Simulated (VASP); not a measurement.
Shape and ions are relaxed at each volume.

Here is the system:

```
AuCu
1.0
    3.03258     0.00000     0.00000
    0.00000     3.03258     0.00000
    0.00000     0.00000     3.66149
Cu Au
1 1
Cartesian
  0.00000   0.00000   0.00000
  1.51629   1.51629   1.83074
```

Level of theory: vdW-DF2, VASP's PBE PAW potentials (set 64) (plane waves; VASP). Run with 520 eV cut-off, 12×12×10 Γ-centred mesh, first-order Methfessel-Paxton smearing of 0.10 eV, potentials Cu Au.

Question: Give the energy at these volumes per atom, relative to the lowest: 15.85, 16.36, 16.86, 17.37, 17.88 Å³.

Answer: 19.6, 4.3, 0.0, 4.6, 16.4 meV/atom. A third-order Birch-Murnaghan fit gives B0 = 94.7 GPa and B0′ = 6.3.

The compound is CuAu in the L1_0 structure. It was relaxed first, which changed the volume by +17 %.
